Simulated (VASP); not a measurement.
Output of a VASP run:

OUTCAR:
```
 ion  position               nearest neighbor table
   1  0.000  0.000  0.000-   2 2.20   2 2.20   2 2.20   2 2.20
   2  0.250  0.250  0.250-   1 2.20   1 2.20   1 2.20   1 2.20
  LATTYP: Found a face centered cubic cell.
 ALAT       =     5.0824970000
 Subroutine PRICEL returns:
 Original cell was already a primitive cell.
 Subroutine GETGRP returns: Found 24 space group operations
The static configuration has the point symmetry T_d .
The dynamic configuration has the point symmetry T_d .
 Subroutine INISYM returns: Found 24 space group operations
 Subroutine IBZKPT returns following result:
 Found    104 irreducible k-points:

 Following reciprocal coordinates:
            Coordinates               Weight
  0.000000  0.000000  0.000000      1.000000
  0.071429  0.000000  0.000000      8.000000
  0.142857  0.000000  0.000000      8.000000
  0.214286  0.000000  0.000000      8.000000
  0.285714  0.000000  0.000000      8.000000
  0.357143  0.000000  0.000000      8.000000
  0.428571  0.000000  0.000000      8.000000
  0.500000  0.000000  0.000000      4.000000
  0.071429  0.071429  0.000000      6.000000
  0.142857  0.071429  0.000000     24.000000
  0.214286  0.071429  0.000000     24.000000
  0.285714  0.071429  0.000000     24.000000
  0.357143  0.071429  0.000000     24.000000
  0.428571  0.071429  0.000000     24.000000
  0.500000  0.071429  0.000000     24.000000
 -0.428571  0.071429  0.000000     24.000000
 -0.357143  0.071429  0.000000     24.000000
 -0.285714  0.071429  0.000000     24.000000
 -0.214286  0.071429  0.000000     24.000000
 -0.142857  0.071429  0.000000     24.000000
 -0.071429  0.071429  0.000000     12.000000
  0.142857  0.142857  0.000000      6.000000
  0.214286  0.142857  0.000000     24.000000
  0.285714  0.142857  0.000000     24.000000
  0.357143  0.142857  0.000000     24.000000
  0.428571  0.142857  0.000000     24.000000
  0.500000  0.142857  0.000000     24.000000
 -0.428571  0.142857  0.000000     24.000000
 -0.357143  0.142857  0.000000     24.000000
 -0.285714  0.142857  0.000000     24.000000
 -0.214286  0.142857  0.000000     24.000000
 -0.142857  0.142857  0.000000     12.000000
  0.214286  0.214286  0.000000      6.000000
  0.285714  0.214286  0.000000     24.000000
  0.357143  0.214286  0.000000     24.000000
  0.428571  0.214286  0.000000     24.000000
  0.500000  0.214286  0.000000     24.000000
 -0.428571  0.214286  0.000000     24.000000
 -0.357143  0.214286  0.000000     24.000000
 -0.285714  0.214286  0.000000     24.000000
   k-points           NKPTS =    104   k-points in BZ     NKDIM =    104   number of bands    NBANDS=     11
   number of dos      NEDOS =    601   number of ions     NIONS =      2
   total plane-waves  NPLWV =  13824
   dimension x,y,z NGX =    24 NGY =   24 NGZ =   24
   dimension x,y,z NGXF=    48 NGYF=   48 NGZF=   48
   ions per type =               1   1
   PREC   = accura    normal or accurate (medium, high low for compatibility)
   ISTART =      0    job   : 0-new  1-cont  2-samecut
   ICHARG =      2    charge: 1-file 2-atom 10-const
   ISPIN  =      1    spin polarized calculation?
   LNONCOLLINEAR =      F non collinear calculations
   LSORBIT =      F    spin-orbit coupling
   INIWAV =      1    electr: 0-lowe 1-rand  2-diag
   ENCUT  =  400.0 eV  29.40 Ry    5.42 a.u.   5.86  5.86  5.86*2*pi/ulx,y,z
   NELM   =    100;   NELMIN=  2; NELMDL= -5     # of ELM steps
   EDIFF  = 0.1E-06   stopping-criterion for ELM
   LREAL  =      F    real-space projection
   NLSPLINE    = F    spline interpolate recip. space projectors
   LMAXMIX     =    4 max onsite mixed and CHGCAR
   VOSKOWN=      0    Vosko Wilk Nusair interpolation
   EDIFFG = 0.1E-05   stopping-criterion for IOM
   NSW    =      0    number of steps for IOM
   NBLOCK =      1;   KBLOCK =      1    inner block; outer block
   IBRION =     -1    ionic relax: 0-MD 1-quasi-New 2-CG
...
```

**OSZICAR**
```
       N       E                     dE             d eps       ncg     rms          rms(c)
DAV:   1     0.435025459601E+02    0.43503E+02   -0.53822E+03  2328   0.107E+03
DAV:   2    -0.109941436266E+02   -0.54497E+02   -0.51316E+02  2333   0.198E+02
DAV:   3    -0.129633416973E+02   -0.19692E+01   -0.19358E+01  2628   0.455E+01
DAV:   4    -0.130008448413E+02   -0.37503E-01   -0.37464E-01  2672   0.626E+00
DAV:   5    -0.130019316966E+02   -0.10869E-02   -0.10863E-02  2735   0.111E+00    0.139E+01
DAV:   6    -0.172256589227E+02   -0.42237E+01   -0.70378E+01  2486   0.160E+02    0.213E+01
DAV:   7    -0.114819439024E+02    0.57437E+01   -0.18225E+01  2603   0.941E+01    0.336E+00
DAV:   8    -0.113929966950E+02    0.88947E-01   -0.12922E+00  3266   0.163E+01    0.161E+00
DAV:   9    -0.113840465048E+02    0.89502E-02   -0.72525E-02  2743   0.428E+00    0.493E-01
DAV:  10    -0.113814875108E+02    0.25590E-02   -0.14678E-02  2693   0.218E+00    0.139E-01
DAV:  11    -0.113815229077E+02   -0.35397E-04   -0.10509E-03  3217   0.526E-01    0.830E-02
DAV:  12    -0.113815041906E+02    0.18717E-04   -0.16003E-04  2731   0.222E-01    0.446E-02
DAV:  13    -0.113815051716E+02   -0.98103E-06   -0.11789E-05  2841   0.539E-02    0.712E-03
DAV:  14    -0.113815050728E+02    0.98793E-07   -0.37732E-07  2585   0.541E-03
   1 F= -.11381505E+02 E0= -.11381505E+02  d E =0.000000E+00
```

File OUTCAR:
```
------------------------ aborting loop because EDIFF is reached ----------------------------------------
  FORCE on cell =-STRESS in cart. coord.  units (eV):
  Direction    XX          YY          ZZ          XY          YZ          ZX
  --------------------------------------------------------------------------------------
  Total       -0.0094180     -0.0094180     -0.0094180      0.0000000      0.0000000     -0.0000000
  in kB       -0.4597239     -0.4597239     -0.4597239      0.0000000      0.0000000     -0.0000000
  external PRESSURE =      -0.4597239 kB  Pullay stress =       0.0000000 kB
  volume of cell :       32.82
      direct lattice vectors                 reciprocal lattice vectors
     0.000000000  2.541248500  2.541248500    -0.196753682  0.196753682  0.196753682
     2.541248500  0.000000000  2.541248500     0.196753682 -0.196753682  0.196753682
     2.541248500  2.541248500  0.000000000     0.196753682  0.196753682 -0.196753682
 POSITION                                       TOTAL-FORCE (eV/Angst)
 -----------------------------------------------------------------------------------
      0.00000      0.00000      0.00000         0.000000      0.000000      0.000000
      1.27062      1.27062      1.27062        -0.000000     -0.000000     -0.000000
 -----------------------------------------------------------------------------------
    total drift:                                0.000000      0.000000      0.000001
  FREE ENERGIE OF THE ION-ELECTRON SYSTEM (eV)
  ---------------------------------------------------
  free  energy   TOTEN  =       -11.3815050728 eV

  energy  without entropy=      -11.3815050728  energy(sigma->0) =      -11.38150507

 total charge

# of ion       s       p       d       tot
------------------------------------------
    1        0.624   0.449   8.468   9.541
    2        0.834   0.811   0.000   1.646
--------------------------------------------------
tot          1.458   1.261   8.468  11.187
```
(Selected blocks of OUTCAR.)

File POSCAR:
```
NiSi
1
   -0.0000000000     2.5412485000     2.5412485000
    2.5412485000     0.0000000000     2.5412485000
    2.5412485000     2.5412485000     0.0000000000
Ni Si
1 1
Direct
  0.0000000000   0.0000000000   0.0000000000
  0.2500000000   0.2500000000   0.2500000000
```

Question: Reconstruct the remaining input files.

Answer: Several could match; the one computed here: the input of the run itself, PBEsol GGA, plane waves, VASP's PBE PAW potentials (set 64).

KPOINTS:
```
Automatic mesh
0
gamma
14 14 14
```

INCAR:
```
# general
SYSTEM =NiSi
PREC   =Accurate
ENCUT  =400
LREAL  =F
LASPH  =T

# electronic loop
EDIFF  =1E-7
NELM   =100
ALGO   =Normal
LMAXMIX=4

# smearing
ISMEAR =-5

# functional
GGA    =PS

# ions
ISIF   =2

# output
LWAVE  =F
LCHARG =T
LORBIT =11
NEDOS  =601
```

POTCAR, in this order: Ni Si (PBE.64 set). Program: vasp_std.

For a metal the tetrahedron method with Blöchl corrections gives inexact stress and forces.

The structure was generated: NiSi was put into the zinc blende type (F-43m), which need not be its known phase. It was relaxed first, which changed the volume by -18 %. The run is not spin-polarised, so no magnetic state was tried.
